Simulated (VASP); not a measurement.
OSZICAR of a VASP run on Au (fcc):

File OSZICAR:
```
       N       E                     dE             d eps       ncg     rms          rms(c)
DAV:   1     0.427651195351E+02    0.42765E+02   -0.58261E+03  2360   0.109E+03
DAV:   2    -0.307565381278E+01   -0.45841E+02   -0.43131E+02  2240   0.198E+02
DAV:   3    -0.347279173574E+01   -0.39714E+00   -0.39624E+00  2548   0.193E+01
DAV:   4    -0.347388451849E+01   -0.10928E-02   -0.10927E-02  2459   0.105E+00
DAV:   5    -0.347389153311E+01   -0.70146E-05   -0.70146E-05  2487   0.812E-02    0.908E+00
DAV:   6    -0.322608890937E+01    0.24780E+00   -0.80024E-01  2201   0.879E+00    0.580E+00
DAV:   7    -0.320773701336E+01    0.18352E-01   -0.74996E-02  2313   0.266E+00    0.276E+00
DAV:   8    -0.320555963430E+01    0.21774E-02   -0.19748E-03  2312   0.464E-01    0.247E-01
DAV:   9    -0.320554472817E+01    0.14906E-04   -0.13607E-05  2363   0.406E-02    0.211E-02
DAV:  10    -0.320555038507E+01   -0.56569E-05   -0.27449E-06  2387   0.210E-02    0.331E-03
DAV:  11    -0.320555030143E+01    0.83643E-07   -0.45642E-08  1718   0.207E-03
   1 F= -.38636955E+01 E0= -.38635448E+01  d E =-.452326E-03
```

Problem. Which electronic solver shows in the log?

Solution. It is blocked Davidson (ALGO = Normal, or the opening steps of other solvers). The INCAR had ALGO = Normal.

Problem. Can the final energy be trusted as converged?

Solution. The calculation finished and met its thresholds. It stopped with EDIFF = 1E-7, NELM = 100 (PBE GGA with D3 dispersion (Becke-Johnson damping), plane waves, VASP's PBE PAW potentials (set 64)).

The compound is Au in the fcc structure. It was relaxed first.
